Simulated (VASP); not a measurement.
Here is the system:

```
CELL_PARAMETERS angstrom
      0.00000     3.23367     3.23367
      3.23367     0.00000     3.23367
     12.91448    12.91448     0.02022
ATOMIC_POSITIONS crystal
  Mg 0.99798 0.99798 0.00152
  Mg 0.00027 0.00027 0.24980
  Te 0.25004 0.25004 0.06247
  Te 0.25324 0.25324 0.31007
  Te 0.25020 0.25020 0.56235
  Te 0.24735 0.24735 0.81449
  Cd 0.00169 0.00169 0.49873
  Cd 0.99924 0.99924 0.75057
```

Calculation: PBEsol GGA, VASP's PBE PAW potentials (set 64) (plane waves; VASP 6.6.1). Run with 400 eV cut-off, 7×7×2 Γ-centred mesh, tetrahedra with Blöchl corrections, potentials Mg Te Cd.

The cores are frozen, which limits the accuracy of field gradients.

Question: Give the principal components of the electric field gradient (V/Å²) and the asymmetry η at each nucleus.

Answer: 
| atom | Vxx | Vyy | Vzz | η |
|---|---|---|---|---|
| Mg1 | 0.1 | 0.1 | -0.1 | - |
| Mg2 | -0.3 | -0.3 | 0.6 | 0.00 |
| Te3 | 2.0 | 2.0 | -4.1 | 0.00 |
| Te4 | -47.8 | -47.7 | 95.5 | 0.00 |
| Te5 | -1.4 | -1.4 | 2.9 | 0.00 |
| Te6 | 47.7 | 47.7 | -95.4 | 0.00 |
| Cd7 | -0.8 | -0.8 | 1.7 | 0.00 |
| Cd8 | 0.9 | 0.9 | -1.7 | 0.00 |

The structure was generated: Cd2Mg2Te4 was put into an ordered model structure (R3m), which need not be its known phase. It was relaxed first.
